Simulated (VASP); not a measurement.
An input for Quantum ESPRESSO's pw.x (written as the equivalent of a VASP run, and not itself run):

```
&CONTROL
  calculation = 'scf'
  pseudo_dir = './pseudo'
  outdir = './out'
  tprnfor = .true.
  tstress = .true.
/
&SYSTEM
  ibrav = 0
  nat = 2
  ntyp = 2
  ecutwfc = 66
  occupations = 'tetrahedra'
  input_dft = 'pbesol'
/
&ELECTRONS
  conv_thr = 7.3e-09
  electron_maxstep = 100
/
ATOMIC_SPECIES
  Zr 91.224 Zr.upf
  Hf 178.490 Hf.upf
CELL_PARAMETERS angstrom
     3.1712177    0.0000000    0.0000000
    -1.5856088    2.7463555    0.0000000
     0.0000000    0.0000000    5.0502887
ATOMIC_POSITIONS crystal
  Zr   0.6666670  0.3333330  0.0000000
  Hf   0.0000000  0.0000000  0.5000000
K_POINTS automatic
  15 15 8 0 0 0
```

Task: Write the VASP files for the same calculation (PBEsol).

Result: One answer among several that fit: 
**INCAR**
```
SYSTEM = HfZr
PREC = Accurate
ENCUT = 400
EDIFF = 1E-7
NELM = 100
ALGO = Normal
LREAL = .FALSE.
LASPH = .TRUE.
ISMEAR = -5
GGA = PS
LMAXMIX = 6
LWAVE = .FALSE.
LCHARG = .TRUE.
LORBIT = 11
NEDOS = 601
ISIF = 2
```

File KPOINTS:
```
Automatic mesh
0
Gamma
15 15 8
0 0 0
```

**POSCAR**
```
HfZr
1
    3.1712176989     0.0000000000     0.0000000000
   -1.5856088494     2.7463555178     0.0000000000
    0.0000000000     0.0000000000     5.0502886567
Zr Hf
1 1
Direct
  0.6666670000   0.3333330000   0.0000000000
  0.0000000000   0.0000000000   0.5000000000
```

POTCAR, in this order: Zr_sv Hf_pv (PBE.64 set). Program: vasp_std.

The two are equivalent in intent, not identical: the potentials are each code's own (VASP's PAW set, PseudoDojo norm-conserving files in pw.x), so ENCUT and ecutwfc are chosen apart and not converted; conv_thr bounds pw.x's estimated SCF error, while EDIFF bounds the energy change between steps.

The structure comes from a computed database's HfZr entry (P-6m2); how it stands against other phases isn't given here. It was relaxed first.
